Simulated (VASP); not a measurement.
Method: TPSS meta-GGA, VASP's PBE PAW potentials (set 64) (plane waves; VASP).

Input for VASP

**KPOINTS**
```
kpoints
0
G
7 7 7
0 0 0
```

File POSCAR:
```
PbSe
1.0
  0.0000000000   3.0332778101   3.0332778101
  3.0332778101   0.0000000000   3.0332778101
  3.0332778101   3.0332778101   0.0000000000
Pb Se
1 1
Direct
  0.0000000000   0.0000000000   0.0000000000
  0.5000000000   0.5000000000   0.5000000000
```

INCAR:
```
SYSTEM = PbSe
PREC = Accurate
ENCUT = 520
EDIFF = 1E-7
NELM = 100
ALGO = Normal
LREAL = .FALSE.
LASPH = .TRUE.
ISMEAR = 0
SIGMA = 0.05
METAGGA = TPSS
LMIXTAU = .TRUE.
LMAXMIX = 4
LWAVE = .FALSE.
LCHARG = .FALSE.
ISIF = 2
```

POTCAR, in this order: Pb_d Se (PBE.64 set). Program: vasp_std.

**Question.** Estimate the energy per atom (σ→0), pressure.

**Answer.** 
The energy per atom (σ→0) is -7.902 eV/atom. The pressure is 3.51 GPa.

File OSZICAR:
```
...
DAV:  15    -0.158042222755E+02   -0.47078E-03   -0.18429E-03   560   0.446E-01    0.128E-02
DAV:  16    -0.158042927153E+02   -0.70440E-04   -0.11358E-04   560   0.110E-01    0.747E-03
DAV:  17    -0.158042963222E+02   -0.36068E-05   -0.24310E-06   680   0.183E-02    0.455E-03
DAV:  18    -0.158042933312E+02    0.29910E-05   -0.82840E-06   566   0.460E-02    0.390E-03
DAV:  19    -0.158042983718E+02   -0.50407E-05   -0.39485E-06   560   0.272E-02    0.222E-03
DAV:  20    -0.158042981789E+02    0.19294E-06   -0.12890E-07   424   0.450E-03    0.106E-03
DAV:  21    -0.158042982314E+02   -0.52492E-07   -0.10194E-07   406   0.315E-03
   1 F= -.15804298E+02 E0= -.15804298E+02  d E =-.403513E-17
```

The compound is PbSe in the rock salt structure. This cell is one point of a volume scan, at 0.94 of the reference volume.
